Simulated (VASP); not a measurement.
Energy against volume of KI (rock salt). Level of theory: vdW-DF2, VASP's PBE PAW potentials (set 64) (plane waves; VASP 6.6.1).

| V (Å³/atom) | E (eV/atom) |
|---|---|
| 43.338 | -0.88399 |
| 44.721 | -0.88964 |
| 46.104 | -0.89135 |
| 47.487 | -0.88975 |
| 48.870 | -0.88537 |

Q: Fit a third-order Birch-Murnaghan equation of state.

A: 
```
Item                                            Result
---------------------------------------  -------------
volume per atom                          46.09 Å³/atom
bulk modulus                                  12.8 GPa
pressure derivative of the bulk modulus           4.84
lattice constant a                         13.550 bohr
```

The compound is KI in the rock salt structure. It was relaxed first.
